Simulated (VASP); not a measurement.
# LaBiS2O: structure and properties in VASP, part 2 of 7

Wanted: the relaxed cell of LaBiS2O and its properties. The start is a computed cell from the Materials Project.

VASP 6.6.1, plane waves and PAW; the level of theory is named at each step.

So far. Step 2 (Relaxing cell and atoms (r2SCAN)): It ends with a largest force of 0.009 eV/Å and a pressure of -0.03 GPa. The relaxed cell has a = 4.041, c = 14.126 Å (conventional setting).

## Step 3: Second relaxation

Level of this step: r2SCAN; plane waves and PAW (La, Bi_d, S, O) (VASP).

A relaxation keeps the plane waves of the cell it began with, so it is repeated from the new cell, on a basis made for it.

INCAR

```
SYSTEM = LaBiS2O
PREC = Accurate
ENCUT = 520
EDIFF = 1E-06
NELM = 100
ISMEAR = 0
SIGMA = 0.05
LREAL = .FALSE.
ALGO = Normal
METAGGA = R2SCAN
LASPH = .TRUE.
NBANDS = 54
LORBIT = 11
LWAVE = .FALSE.
LCHARG = .FALSE.
KPAR = 8
IBRION = 2
NSW = 60
ISIF = 3
EDIFFG = -0.01
```

POSCAR

```
LaBiS2O
1.0
    4.0408216444      0.0000000000      0.0000000000
    0.0000000000      4.0408216444      0.0000000000
    0.0000000000      0.0000000000     14.1264444717
La Bi S O
2 2 4 2
Direct
    0.5000000000      0.0000000000      0.5884187759
    0.0000000000      0.5000000000      0.4115812241
    0.0000000000      0.5000000000      0.8679425451
    0.5000000000      0.0000000000      0.1320574549
    0.5000000000      0.0000000000      0.8900394487
    0.0000000000      0.5000000000      0.1099605513
    0.0000000000      0.5000000000      0.6914764398
    0.5000000000      0.0000000000      0.3085235602
    0.0000000000      0.0000000000      0.5000000000
    0.5000000000      0.5000000000      0.5000000000
```

KPOINTS

```
Automatic mesh
0
Gamma
6 6 2
0 0 0
```

PAW data sets: La, Bi_d, S and O (PBE family, release 64).

Command:

```console
> mpirun -np 8 vasp_std
```

Output:

```text
[banner, memory and clock lines left out]
running    8 mpi-ranks, on    1 nodes
 distrk:  each k-point on    1 cores,    8 groups
 distr:  one band on    1 cores,    1 groups

 POSCAR found type information on POSCAR LaBiS O
 POSCAR found :  4 types and      10 ions
 [... a notice as in an earlier step ...]

 [... a notice as in an earlier step ...]

 LDA part: xc-table for (None), standard interpolation
 POSCAR, INCAR and KPOINTS ok, starting setup
 FFT: planning ... GRIDC
 FFT: planning ... GRID_SOFT
 FFT: planning ... GRID
 WAVECAR not read
 entering main loop
       N       E                     dE             d eps       ncg     rms          rms(c)
DAV:   1     0.952652732683E+03    0.95265E+03   -0.37987E+04  2184   0.220E+03
DAV:   2     0.570231683859E+02   -0.89563E+03   -0.84406E+03  2334   0.504E+02
DAV:   3    -0.221623067105E+03   -0.27865E+03   -0.26932E+03  3226   0.267E+02
DAV:   4    -0.267123375944E+03   -0.45500E+02   -0.43146E+02  3570   0.103E+02
DAV:   5    -0.271031233663E+03   -0.39079E+01   -0.38732E+01  3880   0.304E+01    0.158E+01
DAV:   6    -0.239509740714E+03    0.31521E+02   -0.33940E+01  3384   0.360E+01    0.895E+00
DAV:   7    -0.240088947232E+03   -0.57921E+00   -0.11233E+01  3848   0.157E+01    0.648E+00
DAV:   8    -0.240237224265E+03   -0.14828E+00   -0.37542E+00  3608   0.110E+01    0.310E+00
DAV:   9    -0.240072939228E+03    0.16429E+00   -0.10741E+00  3584   0.589E+00    0.885E-01
DAV:  10    -0.240103893755E+03   -0.30955E-01   -0.52586E-01  3648   0.312E+00    0.895E-01
DAV:  11    -0.240100817767E+03    0.30760E-02   -0.37453E-02  3712   0.120E+00    0.637E-01
DAV:  12    -0.240098881372E+03    0.19364E-02   -0.42144E-02  3504   0.917E-01    0.235E-01
DAV:  13    -0.240101368711E+03   -0.24873E-02   -0.17147E-02  3528   0.650E-01    0.201E-01
DAV:  14    -0.240099991533E+03    0.13772E-02   -0.74273E-03  3848   0.494E-01    0.160E-01
DAV:  15    -0.240099746504E+03    0.24503E-03   -0.81122E-04  3680   0.159E-01    0.107E-01
DAV:  16    -0.240099536897E+03    0.20961E-03   -0.11293E-03  3664   0.141E-01    0.459E-02
DAV:  17    -0.240099550157E+03   -0.13260E-04   -0.13662E-04  4112   0.586E-02    0.436E-02
DAV:  18    -0.240099701115E+03   -0.15096E-03   -0.12619E-04  3680   0.488E-02    0.343E-02
DAV:  19    -0.240099634450E+03    0.66665E-04   -0.87150E-05  3864   0.537E-02    0.216E-02
DAV:  20    -0.240099640051E+03   -0.56014E-05   -0.90461E-06  3216   0.142E-02    0.167E-02
DAV:  21    -0.240099640007E+03    0.44117E-07   -0.41532E-07  1680   0.707E-03
   1 F= -.24009964E+03 E0= -.24009964E+03  d E =-.240100E+03
 curvature:   0.00 expect dE= 0.000E+00 dE for cont linesearch  0.000E+00
 trial: gam= 0.00000 g(F)=  0.155E-04 g(S)=  0.454E-04 ort = 0.000E+00 (trialstep = 0.100E+01)
 search vector abs. value=  0.609E-04
 reached required accuracy - stopping structural energy minimisation
```

The job ended after 3.5 min (8 MPI ranks of AMD EPYC 7R43, shared host; peak memory 4.1 GiB).

OUTCAR, selected parts (step 3):

```text
  LATTYP: Found a simple tetragonal cell.
 ALAT       =     4.0408216444
 C/A-ratio  =     3.4959336776

 Found     20 irreducible k-points:

   ENCUT  =  520.0 eV  38.22 Ry    6.18 a.u.   7.51  7.51 26.27*2*pi/ulx,y,z

   NELECT =      88.0000    total number of electrons

 E-fermi :   5.2917

 k-point     1 :       0.0000    0.0000    0.0000
  band No.  band energies     occupation
    ...
     40       4.2349      2.00000
     41       4.4798      2.00000
     42       4.4798      2.00000
     43       4.8718      2.00000
     44       4.8718      2.00000
     45       8.9235      0.00000
     46       9.1404      0.00000
     47       9.1673      0.00000
     48       9.4713      0.00000
     49      10.0046      0.00000
    ...

 k-point     2 :       0.1667    0.0000    0.0000
  band No.  band energies     occupation
    ...
     40       3.9196      2.00000
     41       4.3821      2.00000
     42       4.3834      2.00000
     43       4.6984      2.00000
     44       4.7797      2.00000
     45       8.5896      0.00000
     46       9.0086      0.00000
     47       9.0578      0.00000
     48       9.0947      0.00000
     49       9.2997      0.00000
    ...

  Total       -0.0294677     -0.0294677     -0.0876109      0.0000000     -0.0000000      0.0000000
  in kB       -0.2046840     -0.2046840     -0.6085501      0.0000000     -0.0000000      0.0000000
  external PRESSURE =      -0.3393060 kB  Pullay stress =       0.0000000 kB

  energy-cutoff  :      520.00
  volume of cell :      230.66
      direct lattice vectors                 reciprocal lattice vectors
     4.040821644  0.000000000  0.000000000     0.247474422  0.000000000  0.000000000
     0.000000000  4.040821644  0.000000000     0.000000000  0.247474422  0.000000000
     0.000000000  0.000000000 14.126444472     0.000000000  0.000000000  0.070789221

 POSITION                                       TOTAL-FORCE (eV/Angst)
 -----------------------------------------------------------------------------------
      2.02041      0.00000      8.31227        -0.000000      0.000000      0.003177
      0.00000      2.02041      5.81418        -0.000000     -0.000000     -0.003177
      0.00000      2.02041     12.26094        -0.000000      0.000000      0.006616
      2.02041      0.00000      1.86550         0.000000      0.000000     -0.006616
      2.02041      0.00000     12.57309        -0.000000      0.000000      0.008669
      0.00000      2.02041      1.55335        -0.000000      0.000000     -0.008669
      0.00000      2.02041      9.76810         0.000000     -0.000000     -0.005643
      2.02041      0.00000      4.35834        -0.000000      0.000000      0.005643
      0.00000      0.00000      7.06322        -0.000000     -0.000000      0.000000
      2.02041      2.02041      7.06322        -0.000000      0.000000      0.000000
 -----------------------------------------------------------------------------------
    total drift:                                0.000000     -0.000000      0.000000

  FREE ENERGIE OF THE ION-ELECTRON SYSTEM (eV)
  ---------------------------------------------------
  free  energy   TOTEN  =      -240.0996400072 eV

  energy  without entropy=     -240.0996400072  energy(sigma->0) =     -240.09964001

 total charge
# of ion       s       p       d       f       tot
--------------------------------------------------
    1        1.993   5.710   0.604   0.215   8.523
    2        1.993   5.710   0.604   0.215   8.523
    3        1.583   1.017   9.966   0.000  12.567
    4        1.583   1.017   9.966   0.000  12.567
    5        1.339   2.355   0.000   0.000   3.693
    6        1.339   2.355   0.000   0.000   3.693
    7        1.325   2.432   0.000   0.000   3.757
    8        1.325   2.432   0.000   0.000   3.757
    9        1.573   3.497   0.000   0.000   5.070
   10        1.573   3.497   0.000   0.000   5.070
--------------------------------------------------
tot         15.627  30.022  21.142   0.431  67.221

[... 7 parts as in an earlier step ...]

[... 5 further parts left out ...]
```

CONTCAR:

```
LaBiS2O
   1.00000000000000
     4.0408216444000002    0.0000000000000000    0.0000000000000000
     0.0000000000000000    4.0408216444000002    0.0000000000000000
     0.0000000000000000    0.0000000000000000   14.1264444716999993
  La              Bi              S               O
     2     2     4     2
Direct
     0.5000000000000000    0.0000000000000000    0.5884187759000028
     0.0000000000000000    0.5000000000000000    0.4115812240999972
     0.0000000000000000    0.5000000000000000    0.8679425451000000
     0.5000000000000000    0.0000000000000000    0.1320574549000000
     0.5000000000000000    0.0000000000000000    0.8900394487000014
     0.0000000000000000    0.5000000000000000    0.1099605512999986
     0.0000000000000000    0.5000000000000000    0.6914764397999988
     0.5000000000000000    0.0000000000000000    0.3085235602000012
     0.0000000000000000    0.0000000000000000    0.5000000000000000
     0.5000000000000000    0.5000000000000000    0.5000000000000000
```

Little changed from the start: no atom moved by 0.005 Å and no cell edge by 0.1 %.

Numbers from this step:

```
free energy (TOTEN)             : -240.0996 eV
Fermi energy                    : 5.292 eV
pressure                        : -0.03393 GPa
SCF cycles over all ionic steps : 21
```

It ends with a largest force of 0.009 eV/Å and a pressure of -0.03 GPa. The volume moved by under 0.01 %: the run met its threshold at the first step.

(Continued in part 3 of 7.)

[Lines on the potential files, build, host, timing and source positions are cut from VASP's logs without a mark.]

[Logs are printed without paths, hosts, clocks, repeated set-up lines and the standing remarks that a program may print on its own settings, such as how far it seeks lower states.]

[Hosts, paths, dates, database ids (printed as entryN), source tags and the programs' standing remarks are cut or masked in the printed files.]

[A measured line is paired with the nearest computed mode of its activity, which favours agreement.]
